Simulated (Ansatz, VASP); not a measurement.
# Ga2S3: VASP beside Ansatz, part 2 of 2

One calculation is typed for both programs; each brings its own data sets. How far apart do they land? The cell is taken from a series of runs on this material, whose earlier steps may have relaxed, scaled, displaced or heated it; both programs get it as it stands.

VASP 6.6.1 and Ansatz 0.2.0.

So far: The structure; VASP: dielectric response, LDA.

## 3. Ansatz: dielectric response, LDA

Level of this step: Ansatz beside VASP: Kohn-Sham DFT, plane waves, LDA (Ansatz).

Ansatz runs on its PAW soft_1 files.

The same cell, functional (in two slightly different forms) and mesh now go to Ansatz, which takes its cutoff from its data sets.

Contents of input.yaml:

```yaml
crystal:
  lattice:
    - [5.5535, -3.1975, 0.0]
    - [5.5535, 3.1975, 0.0]
    - [-3.6339226554, 0.0, 6.0074160114]
  atoms:
    - { symbol: Ga, position: [0.63979, 0.44447, 0.12512] }
    - { symbol: Ga, position: [0.44447, 0.63979, 0.62512] }
    - { symbol: Ga, position: [0.2682, 0.13232, 0.11559] }
    - { symbol: Ga, position: [0.13232, 0.2682, 0.61559] }
    - { symbol: S, position: [0.9089, 0.0811, 0.9838] }
    - { symbol: S, position: [0.0811, 0.9089, 0.4838] }
    - { symbol: S, position: [0.4303, 0.2453, 0.4999] }
    - { symbol: S, position: [0.2453, 0.4303, 0.9999] }
    - { symbol: S, position: [0.5901, 0.7581, 0.0084] }
    - { symbol: S, position: [0.7581, 0.5901, 0.5084] }
kpoints:
  mp_grid: { grid: [4, 4, 4] }
hamiltonian:
  xc: lda
  pseudopotentials: { kind: paw, azcp: { folder: soft_1 }, xc_functional: pbe }
scf:
  occupations: { method: fixed }
dielectric: {}
```

On the command line:

```
$ ansatz run input.yaml --threads 3 --pin off --max-ram 92160MiB --backend cuda --events-out ev --progress --plain --runs-dir out --devices 1 --max-vram 13GiB
```

Numbers of over 12 decimals in the logs are rounded to 6 here.

Log:

```text
GPUs: using 1 of 1 available (devices: 1).
Engine: ansatz 0.2.0, x86_64-unknown-linux-gnu
Pseudopotentials: kind: paw
Pseudopotential: Ga, paw, valence charge 13, recommended cutoff 420 eV (normal), soft_1/Ga.paw.azcp
Pseudopotential: S, paw, valence charge 6, recommended cutoff 420 eV (normal), soft_1/S.paw.azcp
Functional definition: SPW92
  exchange = slater_x
  correlation = pw_c
device memory: the entry about to start is reckoned to put 4.2 GiB on a device that reports 33.8 GiB free (of which the cap on the GPU budget leaves the run 13.0 GiB)
GPU FFT provider: cuFFT
GPU libraries: cuBLAS 13.8.2, cuFFT 12.4.0, cuSOLVER 12.3.4
Crystal: 10 atoms, lattice volume = 213.351 Å³
Basis set: ecut = 420 eV, 4167 PW (Γ), exchange–correlation on 90×90×96 points (8 copies of the dense FFT grid, shifted against one another)
Bands: 54, of which v1, the nominal top of the filled ones, is band 44 counted from 1 (43 counted from 0)
Symmetry: 2 space group operations
k-points: 36 of 64 (irreducible under 1 space group operation, time reversal used)
Non-local potential: Ga, projectors of the file, l = 0: 2, l = 1: 2, l = 2: 3, l = 3: 1
Non-local potential: S, projectors of the file, l = 0: 2, l = 1: 2, l = 2: 1
PAW form: soft (Blöchl's): semilocal exchange-correlation on the pseudo side does not see the compensation charge
PAW frozen core: Ga, regenerated for the run's functional, and the local potential with it (the file was generated under x = pbe(κ = 0.804, μ = 0.219515), c = pbe(β = 0.066725))
PAW frozen core: S, regenerated for the run's functional, and the local potential with it (the file was generated under x = pbe(κ = 0.804, μ = 0.219515), c = pbe(β = 0.066725))
PAW one-centre angular grid: Ga, 590 points (default); XC on 64 Gauss nodes
PAW one-centre angular grid: S, 110 points (default); XC on 64 Gauss nodes
Initial density: superposition of atomic densities (chi_scale 0.1, normalization cell, long waves kept (reshape's long-wave potential 0.05 eV rms))
Initial wavefunctions: pseudopotential atomic-orbital guess
GPU buffer pool allocated for 97200 grid points (all kernels)
GPU transforms: local potential and band sums: pruned to the plane-wave sphere, on 45×45×48
Functional: x = slater, c = lda
SCF iter   1: F=—  HF=-20053.028557 eV  |F-HF|=—  |Δ(HF+E_count)|=         —  Δρ=4.88e-2  dr2=3.51e0  ethr=3.10e-3  ⟨swp⟩=5.0  Hψ=6740  notcnv=0  defer=232
preconditioner: auto → Resta (q_TF=auto, 2.354 Å⁻¹)  ε∞=3.8  [insulator: Δε(μ)=1.988 eV  Ē_g=14.339 eV  n_scr=52 (ndim 8)  ℏωp=23.8 eV  f_vac=0.000  ε∞_Penn≈3.8]
SCF iter   2: F=—  HF=-20052.134027 eV  |F-HF|=—  |Δ(HF+E_count)|=   8.95e-1  Δρ=2.27e-2  dr2=8.29e-1  ethr=3.10e-3  ⟨swp⟩=3.5  Hψ=3967  notcnv=0  defer=265
SCF iter   3: F=—  HF=-20051.842945 eV  |F-HF|=—  |Δ(HF+E_count)|=   2.91e-1  Δρ=6.08e-3  dr2=6.43e-2  ethr=9.42e-4  ⟨swp⟩=3.0  Hψ=3447  notcnv=0  defer=286
SCF iter   4: F=—  HF=-20051.796158 eV  |F-HF|=—  |Δ(HF+E_count)|=   4.68e-2  Δρ=2.02e-3  dr2=9.28e-3  ethr=7.30e-5  ⟨swp⟩=2.9  Hψ=3462  notcnv=0  defer=288
SCF iter   5: F=—  HF=-20051.797203 eV  |F-HF|=—  |Δ(HF+E_count)|=   1.04e-3  Δρ=7.25e-4  dr2=1.37e-3  ethr=1.05e-5  ⟨swp⟩=2.0  Hψ=3402  notcnv=0  defer=288
SCF iter   6: F=—  HF=-20051.796961 eV  |F-HF|=—  |Δ(HF+E_count)|=   2.42e-4  Δρ=1.73e-4  dr2=8.91e-5  ethr=1.55e-6  ⟨swp⟩=2.0  Hψ=2472  notcnv=0  defer=288
SCF iter   7: F=—  HF=-20051.797060 eV  |F-HF|=—  |Δ(HF+E_count)|=   9.89e-5  Δρ=5.90e-5  dr2=9.25e-6  ethr=1.01e-7  ⟨swp⟩=2.0  Hψ=2637  notcnv=0  defer=274
SCF iter   8: F=—  HF=-20051.797200 eV  |F-HF|=—  |Δ(HF+E_count)|=   1.40e-4  Δρ=1.88e-5  dr2=1.14e-6  ethr=1.05e-8  ⟨swp⟩=2.0  Hψ=2711  notcnv=0  defer=208
SCF iter   9: F=—  HF=-20051.797201 eV  |F-HF|=—  |Δ(HF+E_count)|=   1.95e-7  Δρ=6.36e-6  dr2=9.26e-8  ethr=1.29e-9  ⟨swp⟩=2.0  Hψ=3328  notcnv=0  defer=208
SCF iter  10: F=—  HF=-20051.797201 eV  |F-HF|=—  |Δ(HF+E_count)|=   2.09e-8  Δρ=3.53e-6  dr2=1.96e-8  ethr=1.05e-10  ⟨swp⟩=2.0  Hψ=3329  notcnv=0  defer=208
SCF iter  11: F=—  HF=-20051.797201 eV  |F-HF|=—  |Δ(HF+E_count)|=   1.87e-8  Δρ=8.26e-7  dr2=1.31e-9  ethr=2.23e-11  ⟨swp⟩=2.0  Hψ=3279  notcnv=0  defer=208
SCF iter  12: F=—  HF=-20051.797201 eV  |F-HF|=—  |Δ(HF+E_count)|=   1.03e-9  Δρ=3.73e-7  dr2=2.67e-10  ethr=1.49e-12  ⟨swp⟩=2.0  Hψ=3326  notcnv=0  defer=208
SCF iter  13: F=—  HF=-20051.797201 eV  |F-HF|=—  |Δ(HF+E_count)|=  5.09e-11  Δρ=2.03e-7  dr2=5.42e-11  ethr=1.00e-12  ⟨swp⟩=13.1  Hψ=9833  notcnv=0
SCF iter  14: F=-20051.797201 eV  HF=-20051.797201 eV  |F-HF|=7.28e-12  |Δ(HF+E_count)|=  9.46e-11  Δρ=3.31e-8  dr2=1.95e-12  ethr=1.00e-12  ⟨swp⟩=3.0  Hψ=4396  notcnv=0
SCF 1 converged in 14 iterations: F = -20051.797201 eV  dr2 = 1.95e-12
  greatest PAW one-centre occupation: 0.995 electrons in one spin orbital (limit 2), on the Ga atom at site 1 (counted from 0), in its partial waves of l = 2
the response reads at least the filled bands of the reference SCF and the lowest empty band at each k-point, and that SCF's band table does not vouch for those bands. The notice of the band table in this run's record says why
device memory: the entry about to start is reckoned to put 1.1 GiB on a device that reports 36.9 GiB free (of which the cap on the GPU budget leaves the run 12.9 GiB)
NSCF: frozen V_eff on 1 k-points
[...]
device memory: the entry about to start is reckoned to put 2.8 GiB (of the 2.9 GiB reckoned in all, the device holds 0.1 GiB already) on a device that reports 36.7 GiB free (of which the cap on the GPU budget leaves the run 12.9 GiB)
DFPT response loops at Γ: preconditioner auto → Resta (q_TF=auto, 2.354 Å⁻¹)  ε∞=6.0 (no band partly filled); β = 1.00, the filter's whole step (`scf.mixing.beta` (0.50) is not read by the response loops at its default; to damp them type it under 1.00, their step now; it binds the ground state too); Broyden in place of MSR1
── the response to a field inside a basis, on 6×6×6 k-points: an SCF that follows is theirs, and a resumed run solves both again ──
device memory: the entry about to start is reckoned to put 0.8 GiB on a device that reports 39.1 GiB free (of which the cap on the GPU budget leaves the run 12.9 GiB)
GPU FFT provider: cuFFT
GPU libraries: cuBLAS 13.8.2, cuFFT 12.4.0, cuSOLVER 12.3.4
Bands: 45, of which v1, the nominal top of the filled ones, is band 44 counted from 1 (43 counted from 0)
k-points: 63 of 216 (time reversal used)
Initial density: handed on by an earlier stage of this run
Initial wavefunctions: pseudopotential atomic-orbital guess (no wavefunctions were taken with the density)
GPU buffer pool allocated for 97200 grid points (all kernels)
GPU transforms: band sums: pruned to the plane-wave sphere, on 45×45×48
Eigensolver: Dense (63 Hₖ)
SCF iter   1: F=—  HF=-20051.670179 eV  |F-HF|=—  |Δ(HF+E_count)|=         —  Δρ=4.68e-4  dr2=1.63e-4  ethr=1.00e-1
preconditioner: auto → Resta (q_TF=auto, 2.354 Å⁻¹)  ε∞=4.8  [insulator: Δε(μ)=1.862 eV  Ē_g=12.297 eV  n_scr=52 (ndim 8)  ℏωp=23.8 eV  f_vac=0.017  ε∞_Penn≈4.8]
SCF iter   2: F=—  HF=-20051.670154 eV  |F-HF|=—  |Δ(HF+E_count)|=   2.51e-5  Δρ=2.12e-4  dr2=3.29e-5  ethr=1.85e-7
SCF iter   3: F=—  HF=-20051.670158 eV  |F-HF|=—  |Δ(HF+E_count)|=   3.52e-6  Δρ=9.86e-5  dr2=8.84e-6  ethr=3.74e-8
SCF iter   4: F=—  HF=-20051.670158 eV  |F-HF|=—  |Δ(HF+E_count)|=   5.38e-7  Δρ=1.13e-5  dr2=3.18e-7  ethr=1.00e-8
SCF iter   5: F=-20051.670158 eV  HF=-20051.670158 eV  |F-HF|=2.69e-9  |Δ(HF+E_count)|=   4.91e-8  Δρ=3.41e-6  dr2=2.79e-8  ethr=3.61e-10
SCF 1 converged in 5 iterations: F = -20051.670158 eV  dr2 = 2.79e-8
device memory: the entry about to start is reckoned to put 0.1 GiB (of the 0.5 GiB reckoned in all, the device holds 0.4 GiB already) on a device that reports 45.1 GiB free (of which the cap on the GPU budget leaves the run 12.6 GiB)
device memory: the entry about to start is reckoned to put 4.5 GiB on a device that reports 44.3 GiB free (of which the cap on the GPU budget leaves the run 12.6 GiB)
DFPT response loops at Γ: preconditioner auto → Resta (q_TF=auto, 2.354 Å⁻¹)  ε∞=5.7 (no band partly filled); β = 1.00, the filter's whole step (`scf.mixing.beta` (0.50) is not read by the response loops at its default; to damp them type it under 1.00, their step now; it binds the ground state too); Broyden in place of MSR1
SCF converged after 14 iterations
Free energy (F): -20051.797201 eV
Harris-Foulkes:  -20051.797201 eV  (|F-HF|=7.28e-12)
Internal energy: -20051.797201 eV  (E = F + TS)
E sigma→0 (E₀):  -20051.797201 eV
Fermi energy:    5.508799 eV
--- Per-component energies (eV) ---
  E_band       = -377.883693
  E_kinetic    = 1082.678354
  E_local      = -8025.755480  (includes V_loc(G=0)·N_el)
  E_nonlocal   = -145.709662
  E_hartree    = 4573.832273
  E_xc         = -778.694510
  E_vxc        = -720.023168  (∫ρ·V_xc dr)
  E_paw        = -11132.088742  (= ΣΔE_a)
  E_vpaw       = -1716.737486  (= ΣTr[D̂ρ^β])
  E_aug_tail   = -0.000850  (compensation charges beyond the density's cutoff)
  E_ewald      = -5633.891695
  E_core_change = 7.833111  (= ΣΔE_core)
  E_smearing   = -0.000000  (= −TS)
  E_closure    = -0.000000  (closes the sum)
  Σ components = -20051.797201   (vs F -20051.797201, Δ=0.00e0)
--- Band table (eV; the first three rows and the last of 36) ---
  k-point 0: bands = [... 40 lower, 4.4618, 4.8446, 4.9859, 5.5088, 7.1744, 7.7069, 8.5095, 8.7705, ... 6 higher]
  k-point 1: bands = [... 40 lower, 4.4688, 4.4815, 4.8970, 5.1799, 7.8504, 7.9860, 8.7449, 8.8745, ... 6 higher]
  k-point 2: bands = [... 40 lower, 4.3855, 4.3855, 4.9005, 4.9005, 8.2991, 8.2991, 9.0363, 9.0363, ... 6 higher]
  k-point 35: bands = [... 40 lower, 4.0094, 4.0094, 4.9173, 4.9173, 7.8982, 7.8982, 8.7139, 8.7139, ... 6 higher]
--- Dielectric response (ions clamped): 3 representative field directions + reference, inside a basis on a mesh of 216 k-points (Σ response iterations 15) ---
  ε∞ (high-frequency dielectric tensor):
        6.233715     0.000000    -0.122136
        0.000000     6.327999     0.000000
       -0.122136     0.000000     6.468256
  Born effective charges Z* (e; rows j = field, columns β = displacement):
    site 0:
         2.52866   -0.54836   -0.38293
         0.55546    2.56717   -0.13872
        -0.02176   -0.44567    2.69390
    site 1:
         2.52866    0.54836   -0.38293
        -0.55546    2.56717    0.13872
        -0.02176    0.44567    2.69390
    site 2:
         2.54284    0.42364    0.02710
        -0.64250    2.58478    0.30461
        -0.28617    0.22582    2.72453
    site 3:
         2.54284   -0.42364    0.02710
         0.64250    2.58478   -0.30461
        -0.28617   -0.22582    2.72453
    site 4:
        -1.49119    0.61264   -0.14009
         0.53258   -2.12199   -0.06749
        -0.16348    0.02769   -1.17033
    site 5:
        -1.49119   -0.61264   -0.14009
        -0.53258   -2.12199    0.06749
        -0.16348   -0.02769   -1.17033
    site 6:
        -2.25554   -0.11761   -0.05562
        -0.03967   -0.97694   -0.42656
         0.05055   -0.49724   -2.14540
    site 7:
        -2.25554    0.11761   -0.05562
         0.03967   -0.97694    0.42656
         0.05055    0.49724   -2.14540
    site 8:
        -1.32478   -0.60343    0.55154
        -0.50817   -2.05302   -0.12102
         0.42087   -0.17693   -2.10270
    site 9:
        -1.32478    0.60343    0.55154
         0.50817   -2.05302    0.12102
         0.42087    0.17693   -2.10270
  Z* charge neutrality: 1.597e-2 e pre-enforcement
  solved inside a basis spanned on kpoints, on 6×6×6 k-points, its susceptibility summed on 8×8×8: ε∞ is read to err by 2.4e-2, Z* by 1.9e-2 e (field_mesh: kpoints solves on kpoints); Z* is corrected for what the basis lacks
```

Reading the cycles: dr2 is the Hartree energy of the density residual (eV), the measure of convergence; HF is the Harris–Foulkes estimate of the energy, which meets the free energy F at convergence.

## 4. Differences

Known differences besides the potentials themselves: the two LDA forms differ slightly; fixed occupations in Ansatz, narrow Gaussian smearing in VASP; VASP's response is taken on the typed mesh, Ansatz refines its own for the field response alone; the cutoff is 420 eV in Ansatz and 400 eV in VASP; VASP's log shows a relativistic correction to its local exchange, Ansatz's none. Total energies have different zeros and are not compared.

Both answers:

```
                                     quantity  Ansatz   VASP  difference
                                        ε∞ xx    6.23   6.26     -0.49 %
                                        ε∞ yy    6.33   6.34     -0.11 %
                                        ε∞ zz    6.47   6.49     -0.40 %
Born charge of Ga1 (mean of the diagonal) (e)    2.60   2.61       -0.01
 Born charge of S5 (mean of the diagonal) (e)   -1.59  -1.60       +0.01
```

## 5. What came out

```
difference in ε∞ xx (dielectric response, LDA) : -0.49 %
```

**Reading.** The difference in ε∞ xx is -0.49 % (dielectric response, LDA), within the 5 % picked in this series as the mark of a large difference. How closely two codes agree says nothing of how well the functional describes the real material.

[Lines on the potential files, build, host, timing and source positions are cut from VASP's logs without a mark.]

[Logs are printed without paths, hosts, clocks, repeated set-up lines and the standing remarks that a program may print on its own settings, such as how far it seeks lower states.]

[Hosts, paths, dates, database ids (printed as entryN), source tags and the programs' standing remarks are cut or masked in the printed files.]
